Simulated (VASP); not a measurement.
Input:

```
CuYTe2
1.0
    6.68288     0.00000     0.06500
    0.00000     4.23484     0.00000
   -0.06020     0.00000     7.28583
Y Cu Te
2 2 4
Direct
  0.00000   0.00000   0.00000
  0.00000   0.50000   0.50000
  0.66173   0.50000   0.16579
  0.33827   0.50000   0.83421
  0.27088   0.00000   0.65578
  0.72912   0.00000   0.34422
  0.26805   0.50000   0.17457
  0.73195   0.50000   0.82543
```

The numbers are results of LDA (Ceperley-Alder, Perdew-Zunger), VASP's LDA PAW potentials (set 64) (plane waves; VASP), not measurements. Settings: 400 eV cut-off, Gaussian smearing of 0.050 eV, potentials Y_sv Cu Te.

Question: Give the energies of bands 26 to 39 at the high-symmetry points, in eV from the Fermi level.

Answer: 
```
band      Γ      Z      D      B      A      E     C2     Y2
----  -----  -----  -----  -----  -----  -----  -----  -----
26    -2.46  -2.98  -2.85  -2.85  -2.45  -2.88  -2.90  -2.77
27    -2.40  -2.91  -2.80  -2.29  -2.40  -2.70  -2.81  -2.74
28    -2.27  -2.78  -2.62  -1.98  -1.91  -2.58  -2.61  -1.66
29    -1.88  -2.57  -2.32  -1.75  -1.73  -2.27  -2.52  -1.41
30    -1.72  -2.49  -2.29  -1.65  -1.60  -2.24  -2.19  -1.32
31    -1.63  -2.31  -2.06  -1.29  -1.59  -1.24  -2.02  -1.24
32     0.01  -2.15  -1.91  -1.11  -1.15  -1.17  -1.52  -0.92
33     0.06  -1.76  -1.68  -0.97  -1.04  -0.87  -1.51  -0.54
34     0.10  -1.11  -1.66  -0.96  -0.99  -0.60  -1.15  -0.45
35     0.40   1.49   0.14   0.71   0.79  -0.14   1.22   0.25
36     1.28   1.79   0.69   0.98   0.86   0.58   1.23   1.15
37     1.37   2.29   2.80   1.97   2.13   2.21   1.74   1.25
38     1.44   2.35   2.87   2.01   2.36   2.60   1.85   1.38
39     1.93   2.44   3.03   2.12   2.40   2.70   2.66   2.10
```

It has no gap at this level: it comes out as a metal or semimetal.

The structure comes from a computed database's YCuTe2 entry (P2/m); how it stands against other phases isn't given here. It was relaxed first, which changed the volume by -8 %.
